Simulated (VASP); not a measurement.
VASP input:

File KPOINTS:
```
Automatic
0
Gamma
6 6 3
0 0 0
```

**INCAR**
```
LASPH = T   ! aspherical one-centre terms
NELM = 100
LMAXMIX = 4   ! l cut-off of mixed one-centre charges
SIGMA = 0.05   ! width (eV)
LCHARG = F
PREC = Accurate
LWAVE = F
NSW = 60
EDIFF = 1E-6   ! SCF stop (eV)
ALGO = Normal   ! blocked Davidson
ENCUT = 520   ! plane-wave cut-off (eV)
LREAL = F
ISIF = 3   ! ions, shape and volume
IBRION = 2
SYSTEM = NaLiCdS2
ISMEAR = 0
EDIFFG = -0.02   ! ionic stop
```

**POSCAR**
```
NaLiCdS2
1.0
  4.0351460693   0.0000000000   0.0000000000
 -2.0175730346   3.4945386113   0.0000000000
  0.0000000000   0.0000000000   6.7887800527
Na Li Cd S
1 1 1 2
Cart
 -0.0000020175   2.3296935724   6.6024612605
  2.0175750522   1.1648450389   4.4857008915
  4.0351460693   0.0000000000   2.5911724683
  2.0175750522   1.1648450389   1.6310891846
  4.0351460693   0.0000000000   5.0559163533
```

POTCAR, in this order: Na_pv Li_sv Cd S (LDA.64 set). Program: vasp_std.

Problem. Translate this LDA calculation to Ansatz.

Solution. One equivalent input (not run):
Ansatz 0.2 input:
```yaml
crystal:
  lattice:
    - [4.0351461, 0.0000000, 0.0000000]
    - [-2.0175730, 3.4945386, 0.0000000]
    - [0.0000000, 0.0000000, 6.7887801]
  atoms:
    - { symbol: Na, position: [0.3333330, 0.6666670, 0.9725549] }
    - { symbol: Li, position: [0.6666670, 0.3333330, 0.6607521] }
    - { symbol: Cd, position: [1.0000000, 0.0000000, 0.3816846] }
    - { symbol: S, position: [0.6666670, 0.3333330, 0.2402625] }
    - { symbol: S, position: [1.0000000, 0.0000000, 0.7447459] }
kpoints:
  mp_grid: { grid: [6, 6, 3] }
hamiltonian:
  xc: lda
  pseudopotentials: { kind: paw }
scf:
  occupations: { method: gaussian, width: 0.05 }
  max_iter: 100
relax:
  max_steps: 60
  f_tol: 0.02
  cell: {}
output: { forces: true, stress: true, eigenvalues: true }
```
The two are equivalent in intent, not identical: each code has its own PAW files, so the cut-off isn't converted (ENCUT is set for VASP's; basis.ecutwfc is left out, and Ansatz then takes the one that its files recommend); Ansatz stops its SCF on the density residual and VASP on the energy change (EDIFF); Ansatz's lda is the Perdew-Wang form, while the LDA potentials of VASP carry Perdew-Zunger's.

The structure comes from a computed database's NaLiCdS2 entry (P3m1); how it stands against other phases isn't given here. This run relaxes it. Symmetry was kept, so distortions that lower it aren't found. The start is the result of an earlier pass.
